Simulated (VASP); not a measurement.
Calculation: PBEsol GGA, VASP's PBE PAW potentials (set 64) (plane waves; VASP 6.6.1).

VASP ran on this input.

### INCAR
```
ALGO = Normal
EDIFF = 1E-7
ENCUT = 400
GGA = PS
ISIF = 2
ISMEAR = -5
LASPH = .TRUE.
LCHARG = .TRUE.
LMAXMIX = 4
LORBIT = 11
LREAL = .FALSE.
LWAVE = .FALSE.
NEDOS = 601
NELM = 100
PREC = Accurate
SYSTEM = As
```

File KPOINTS:
```
kpoints
0
gamma
 15 15 15
0 0 0
```

### POSCAR
```
As
1
    2.6947392477    -0.0000000000    -0.0000000000
   -0.0000000000     2.6947392477     0.0000000000
    0.0000000000    -0.0000000000     2.6947392477
As
1
Direct
  0.0000000000   0.0000000000   0.0000000000
```

POTCAR, in this order: As (PBE.64 set). Program: vasp_std.

The run wrote:

OUTCAR:
```
 ion  position               nearest neighbor table
   1  0.000  0.000  0.000-
  LATTYP: Found a simple cubic cell.
 ALAT       =     2.6947392477
 Subroutine PRICEL returns:
 Original cell was already a primitive cell.
 Subroutine GETGRP returns: Found 48 space group operations
The static configuration has the point symmetry O_h .
The dynamic configuration has the point symmetry O_h .
 Subroutine INISYM returns: Found 48 space group operations
 Subroutine IBZKPT returns following result:
 Found    120 irreducible k-points:

 Following reciprocal coordinates:
            Coordinates               Weight
  0.000000  0.000000  0.000000      1.000000
  0.066667  0.000000  0.000000      6.000000
  0.133333  0.000000  0.000000      6.000000
  0.200000  0.000000  0.000000      6.000000
  0.266667  0.000000  0.000000      6.000000
  0.333333  0.000000  0.000000      6.000000
  0.400000  0.000000  0.000000      6.000000
  0.466667  0.000000  0.000000      6.000000
  0.066667  0.066667  0.000000     12.000000
  0.133333  0.066667  0.000000     24.000000
...
```

File OSZICAR:
```
       N       E                     dE             d eps       ncg     rms          rms(c)
DAV:   1     0.234695065934E+01    0.23470E+01   -0.18067E+03  1458   0.505E+02
DAV:   2    -0.493446042737E+01   -0.72814E+01   -0.70809E+01  2046   0.613E+01
DAV:   3    -0.503457480119E+01   -0.10011E+00   -0.99682E-01  1764   0.756E+00
DAV:   4    -0.503469423977E+01   -0.11944E-03   -0.11886E-03  2190   0.280E-01
DAV:   5    -0.503469427210E+01   -0.32331E-07   -0.32770E-07  1812   0.332E-03    0.217E+00
DAV:   6    -0.503258976980E+01    0.21045E-02   -0.26592E-04  1866   0.174E-01    0.128E+00
DAV:   7    -0.503134977318E+01    0.12400E-02   -0.77121E-04  1566   0.286E-01    0.659E-02
DAV:   8    -0.503136133567E+01   -0.11562E-04   -0.22687E-05  2064   0.457E-02    0.414E-03
DAV:   9    -0.503136087751E+01    0.45817E-06   -0.38896E-07  1908   0.609E-03    0.148E-03
DAV:  10    -0.503135966049E+01    0.12170E-05   -0.10898E-07  1812   0.271E-03    0.111E-04
DAV:  11    -0.503135970059E+01   -0.40099E-07   -0.65498E-10   822   0.214E-04
   1 F= -.50313597E+01 E0= -.50313597E+01  d E =0.000000E+00
```

File OUTCAR:
```
------------------------ aborting loop because EDIFF is reached ----------------------------------------
  FORCE on cell =-STRESS in cart. coord.  units (eV):
  Direction    XX          YY          ZZ          XY          YZ          ZX
  --------------------------------------------------------------------------------------
  Total       -0.0582661     -0.0582661     -0.0582661     -0.0000000     -0.0000000      0.0000000
  in kB       -4.7706372     -4.7706372     -4.7706372     -0.0000000     -0.0000000      0.0000000
  external PRESSURE =      -4.7706372 kB  Pullay stress =       0.0000000 kB
  volume of cell :       19.57
      direct lattice vectors                 reciprocal lattice vectors
     2.694739248  0.000000000  0.000000000     0.371093419  0.000000000  0.000000000
     0.000000000  2.694739248  0.000000000     0.000000000  0.371093419  0.000000000
     0.000000000  0.000000000  2.694739248     0.000000000  0.000000000  0.371093419
 POSITION                                       TOTAL-FORCE (eV/Angst)
 -----------------------------------------------------------------------------------
      0.00000      0.00000      0.00000         0.000000      0.000000      0.000000
 -----------------------------------------------------------------------------------
    total drift:                                0.000000     -0.000000     -0.000000
  FREE ENERGIE OF THE ION-ELECTRON SYSTEM (eV)
  ---------------------------------------------------
  free  energy   TOTEN  =        -5.0313597006 eV

  energy  without entropy=       -5.0313597006  energy(sigma->0) =       -5.03135970

 total charge

# of ion       s       p       d       tot
------------------------------------------
    1        1.297   1.330   0.057   2.684
```
(Selected blocks of OUTCAR.)

For a metal the tetrahedron method with Blöchl corrections gives inexact stress and forces.

The structure was generated: As was put into the simple-cubic type (Pm-3m), which need not be its known phase. It was relaxed first, which changed the volume by -9 %.
